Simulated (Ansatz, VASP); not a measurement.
# Cross-check of Ta between VASP and Ansatz, part 2 of 2

One calculation is typed for both programs; each brings its own data sets. How far apart do they land? Of the first pair: The structure shown is the start of the Ansatz relaxation below; VASP solves that cell, so the two are compared at the walk's first step.

VASP 6.6.1 and Ansatz 0.2.0.

So far. Step 3 (VASP: single point, PBEsol, start cell, pair 1): The run ends at a pressure of -3.13 GPa, with forces up to 0.65 eV/Å.

## (6) VASP: single point, PBEsol, relaxed cell, pair 2

Level of this step: PBEsol; plane waves and PAW (Ta_pv) (VASP).

The same cell, functional, mesh and smearing now go to VASP, with its own data sets.

The input, INCAR:

```
SYSTEM = Ta
PREC = Accurate
ENCUT = 400
EDIFF = 1E-06
NELM = 120
ISMEAR = 0
SIGMA = 0.1
LREAL = .FALSE.
ALGO = Normal
GGA = PS
NBANDS = 22
LASPH = .TRUE.
LORBIT = 11
LWAVE = .FALSE.
LCHARG = .FALSE.
ISIF = 2
LDIPOL = .TRUE.
IDIPOL = 3
DIPOL = 0.5 0.5 0.267
LVHAR = .TRUE.
GGA_COMPAT = .FALSE.
NELMDL = -8
KPAR = 2
```

The input, POSCAR:

```
Ta
1.0
    1.6033877637      2.2120489305      0.0000000000
   -1.6033877637      2.2120489305      0.0000000000
    0.0000000000      0.0000000000     33.1337766080
Ta
3
Direct
    0.0000000000      0.0000000000      0.1958627130
    0.5000000000      0.5000000000      0.2665995520
    0.0000000000      0.0000000000      0.3373363910
```

The input, KPOINTS:

```
Automatic mesh
0
Gamma
8 8 1
0 0 0
```

The projector-augmented-wave data sets are Ta_pv (PBE family, release 64).

Started as:

```console
$ mpirun -np 2 vasp_std
```

Numbers of over 12 decimals in the logs are rounded to 6 here.

The log of the run:

```text
[banner, memory and clock lines left out]
running    2 mpi-ranks, on    1 nodes
[...]
[... a notice as in an earlier step ...]

 LDA part: xc-table for (Slater+PW92), standard interpolation
 POSCAR, INCAR and KPOINTS ok, starting setup
[...]
entering main loop
       N       E                     dE             d eps       ncg     rms          rms(c)
DAV:   1     0.166793662327E+03    0.16679E+03   -0.16830E+04  1396   0.973E+02
DAV:   2    -0.292794650368E+02   -0.19607E+03   -0.18864E+03  1130   0.272E+02
DAV:   3    -0.378762877372E+02   -0.85968E+01   -0.81727E+01  1104   0.504E+01
DAV:   4    -0.382421661019E+02   -0.36588E+00   -0.36215E+00  1300   0.931E+00
[...]
DAV:  25    -0.353191459581E+02   -0.34826E-05   -0.45277E-08   656   0.767E-04    0.243E-04
DAV:  26    -0.353191472606E+02   -0.13025E-05   -0.25371E-08   636   0.445E-04    0.123E-04
DAV:  27    -0.353191476533E+02   -0.39274E-06   -0.67230E-09   588   0.288E-04
   1 F= -.35319148E+02 E0= -.35310869E+02  d E =-.165578E-01
```

From OUTCAR (step 6):

```text
  Total        0.0753471      0.0817120      0.0175382      0.0000000      0.0000000      0.0000000
  in kB        0.5136210      0.5570090      0.1195536      0.0000000      0.0000000      0.0000000
  external PRESSURE =       0.3967279 kB  Pullay stress =       0.0000000 kB

 POSITION                                       TOTAL-FORCE (eV/Angst)
 -----------------------------------------------------------------------------------
      0.00000      0.00000      6.48967         0.000000     -0.000000     -0.010778
      0.00000      2.21205      8.83345         0.000000     -0.000000      0.000000
      0.00000      0.00000     11.17723         0.000000      0.000000      0.010778
 -----------------------------------------------------------------------------------
    total drift:                                0.000000      0.000000      0.000136

  FREE ENERGIE OF THE ION-ELECTRON SYSTEM (eV)
  ---------------------------------------------------
  free  energy   TOTEN  =       -35.3191476533 eV

  energy  without entropy=      -35.3025898833  energy(sigma->0) =      -35.31086877

[... 1 part as in an earlier step ...]

[... 2 further parts left out ...]
[key lines of the parts left out:]
E-fermi :  -2.4813
```

The run ends at a pressure of 0.04 GPa, with forces up to 0.011 eV/Å.

## (7) Side by side

What differs besides the data sets and the points named for the pairs above, as far as they apply: the data sets hold 39 valence electrons in Ansatz (on its PAW soft_1 files) and 33 in VASP. Total energies have different zeros and are not compared.

At this near-relaxed geometry the largest component of a force difference is 10 meV/Å. With vacuum in the cell, a pressure given here is an average over mostly empty space and none of the material.

## (8) Ansatz: relaxation, PBEsol

The two programs are compared at the cell with which this relaxation starts, whose forces are those of its first step.

The structure compared here is the start of the Ansatz relaxation; VASP solves that cell, so the two are compared at the walk's first step.

The input, input.yaml:

```yaml
crystal:
  lattice:
    - [1.6033877637, 2.2120489305, 0.0]
    - [-1.6033877637, 2.2120489305, 0.0]
    - [0.0, 0.0, 33.133776608]
  atoms:
    - { symbol: Ta, position: [0.0, 0.0, 0.195862713] }
    - { symbol: Ta, position: [0.5, 0.5, 0.266599552] }
    - { symbol: Ta, position: [0.0, 0.0, 0.337336391] }
  periodic: [true, true, false]
kpoints:
  mp_grid: { grid: [16, 16, 1] }
hamiltonian:
  xc: pbesol
  pseudopotentials: { kind: paw, azcp: { folder: soft_1 }, xc_functional: pbe }
scf:
  occupations: { method: gaussian, width: 0.1 }
output:
  forces: true
  stress: true
  eigenvalues: true
  write_density: true
  write_potential: true
  elf: true
  volumetric_format: npy
relax:
  adjacent_minimum: "off"
  f_tol: 0.005
  max_steps: 80
  cell: { stress_2d_tol: 0.02 }
```

Started as:

```console
$ ansatz run input.yaml --threads 4 --pin off --max-ram 16384MiB --backend cpu --events-out ev --progress --plain --runs-dir out
```

The log of the run:

```text
[...]
Crystal: 3 atoms, lattice volume = 235.036 Å³
Basis set: ecut = 420 eV, 4653 PW (Γ), exchange–correlation on 40×40×450 points (8 copies of the dense FFT grid, shifted against one another)
Bands: 24, of which v1, the nominal top of the filled ones, is band 20 counted from 1 (19 counted from 0)
Symmetry: 8 space group operations
[...]
k-points: 73 of 256
[...]
--- Relaxed structure (5 steps of the walk, 4 accepted, 1 SCFs on fresh bases) ---
[...]
cell:  # Å, volume = 236.2203 Å³
    - [1.603573, 2.222939, 0.0]
    - [-1.603573, 2.222939, 0.0]
    - [0.0, 0.0, 33.133776608]
  atoms:
    - { symbol: Ta, position: [0, 0, 0.196212] }
    - { symbol: Ta, position: [0.500000, 0.500000, 0.266599552] }
    - { symbol: Ta, position: [0, 0, 0.336987] }
[key lines of the parts left out:]
SCF converged after 5 iterations
Free energy (F): -29419.860147 eV
Fermi energy:    -4.983727 eV
P = ½ c Tr σ = 0.0018 N/m
```

## (9) VASP: single point, PBEsol, start cell, pair 3

The same cell, functional, mesh and smearing now go to VASP, with its own data sets.

INCAR is that of step 6.

The input, POSCAR:

```
Ta
1.0
    1.6033880000      2.2120490000      0.0000000000
   -1.6033880000      2.2120490000      0.0000000000
    0.0000000000      0.0000000000     33.1337770000
Ta
3
Direct
    0.0000000000      0.0000000000      0.1958626993
    0.5000000000      0.5000000000      0.2665995489
    0.0000000000      0.0000000000      0.3373363984
```

The input, KPOINTS:

```
Automatic mesh
0
Gamma
16 16 1
0 0 0
```

Started as:

```console
$ mpirun -np 2 vasp_std
```

The log of the run:

```text
[... set-up lines as in an earlier step ...]
 entering main loop
       N       E                     dE             d eps       ncg     rms          rms(c)
DAV:   1     0.163950858232E+03    0.16395E+03   -0.16839E+04  4812   0.972E+02
DAV:   2    -0.295089289059E+02   -0.19346E+03   -0.18622E+03  3892   0.269E+02
DAV:   3    -0.379189737251E+02   -0.84100E+01   -0.79849E+01  3918   0.505E+01
DAV:   4    -0.382472122926E+02   -0.32824E+00   -0.32414E+00  4538   0.908E+00
[...]
DAV:  24    -0.352947503271E+02   -0.71561E-05   -0.14648E-07  2364   0.149E-03    0.472E-04
DAV:  25    -0.352947542916E+02   -0.39644E-05   -0.64114E-08  2182   0.798E-04    0.202E-04
DAV:  26    -0.352947552260E+02   -0.93442E-06   -0.18361E-08  2068   0.404E-04
   1 F= -.35294755E+02 E0= -.35285326E+02  d E =-.188590E-01
```

From OUTCAR (step 9):

```text
  Total        0.2196017      0.3773498     -0.1594173      0.0000000      0.0000000      0.0000000
  in kB        1.4969661      2.5722926     -1.0867051      0.0000000      0.0000000      0.0000000
  external PRESSURE =       0.9941845 kB  Pullay stress =       0.0000000 kB

 POSITION                                       TOTAL-FORCE (eV/Angst)
 -----------------------------------------------------------------------------------
      0.00000      0.00000      6.48967         0.000000      0.000000      0.026895
      0.00000      2.21205      8.83345         0.000000      0.000000      0.000000
      0.00000      0.00000     11.17723         0.000000     -0.000000     -0.026895
 -----------------------------------------------------------------------------------
    total drift:                               -0.000000      0.000000      0.000121

  FREE ENERGIE OF THE ION-ELECTRON SYSTEM (eV)
  ---------------------------------------------------
  free  energy   TOTEN  =       -35.2947552260 eV

  energy  without entropy=      -35.2758962172  energy(sigma->0) =      -35.28532572

[... 3 further parts left out ...]
[key lines of the parts left out:]
E-fermi :  -2.5162
```

The run ends at a pressure of 0.10 GPa, with forces up to 0.027 eV/Å.

## (10) Comparison

What differs besides the data sets and the points named for the pairs above, as far as they apply: the data sets hold 39 valence electrons in Ansatz (on its PAW soft_1 files) and 33 in VASP. Total energies have different zeros and are not compared.

At this near-relaxed geometry the largest component of a force difference is 10 meV/Å. With vacuum in the cell, a pressure given here is an average over mostly empty space and none of the material.

## (11) Results

- r.m.s. force difference (single point, PBEsol, start cell, pair 1): 0.61 % of the r.m.s. force
- r.m.s. force difference (single point, PBEsol, relaxed cell, pair 2): 4.8 meV/Å
- r.m.s. force difference (single point, PBEsol, start cell, pair 3): 5.0 meV/Å

**Reading.** The r.m.s. force difference is 5.0 meV/Å (single point, PBEsol, start cell, pair 3), within the 12 meV/Å picked in this series as the mark of a large difference. The data sets hold unlike numbers of valence electrons (39 in Ansatz and 33 in VASP), so part of the differences comes from the potentials. 2 further runs of this series are not shown here. Such differences can come from data sets, numerical settings and the points named under the comparisons, not from the functional's error against experiment.

[Lines on the potential files, build, host, timing and source positions are cut from VASP's logs without a mark.]

[Logs are printed without paths, hosts, clocks, repeated set-up lines and the standing remarks that a program may print on its own settings, such as how far it seeks lower states.]

[Hosts, paths, dates, database ids (printed as entryN), source tags and the programs' standing remarks are cut or masked in the printed files.]
